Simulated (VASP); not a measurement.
OSZICAR of a VASP run on KBr (rock salt):

**OSZICAR**
```
       N       E                     dE             d eps       ncg     rms          rms(c)
DAV:   1     0.105652312498E+03    0.10565E+03   -0.67446E+03   480   0.113E+03
DAV:   2     0.655504769983E+00   -0.10500E+03   -0.99773E+02   620   0.262E+02
DAV:   3    -0.585586227065E+01   -0.65114E+01   -0.64826E+01   596   0.615E+01
DAV:   4    -0.611866113014E+01   -0.26280E+00   -0.26249E+00   908   0.102E+01
DAV:   5    -0.611919670768E+01   -0.53558E-03   -0.53557E-03   620   0.566E-01    0.241E+00
DAV:   6    -0.589549423628E+01    0.22370E+00   -0.36164E-01   592   0.295E+00    0.166E+00
DAV:   7    -0.588708162575E+01    0.84126E-02   -0.18915E-01   604   0.251E+00    0.850E-01
DAV:   8    -0.590912782416E+01   -0.22046E-01   -0.30140E-02   552   0.142E+00    0.146E-01
DAV:   9    -0.591111239789E+01   -0.19846E-02   -0.25393E-03   624   0.360E-01    0.105E-01
DAV:  10    -0.591215885939E+01   -0.10465E-02   -0.15904E-03   532   0.303E-01    0.278E-02
DAV:  11    -0.591217587915E+01   -0.17020E-04   -0.68752E-05   736   0.474E-02    0.895E-03
DAV:  12    -0.591219132283E+01   -0.15444E-04   -0.17318E-05   548   0.349E-02    0.491E-03
DAV:  13    -0.591219379202E+01   -0.24692E-05   -0.34341E-06   612   0.130E-02    0.109E-03
DAV:  14    -0.591219443137E+01   -0.63935E-06   -0.15070E-06   548   0.958E-03    0.263E-04
DAV:  15    -0.591219443440E+01   -0.30238E-08   -0.12664E-08   476   0.108E-03
   1 F= -.59121944E+01 E0= -.59121944E+01  d E =-.488944E-12
```

Q: Which electronic solver shows in the log?

A: It is blocked Davidson (ALGO = Normal, or the opening steps of other solvers). The INCAR had ALGO = Normal.

Q: Can the final energy be trusted as converged?

A: Self-consistency was reached. It stopped with EDIFF = 1E-7, NELM = 100 (revPBE GGA, plane waves, VASP's PBE PAW potentials (set 64)).

The compound is KBr in the rock salt structure. This cell is one point of a volume scan, at 1.06 of the reference volume.
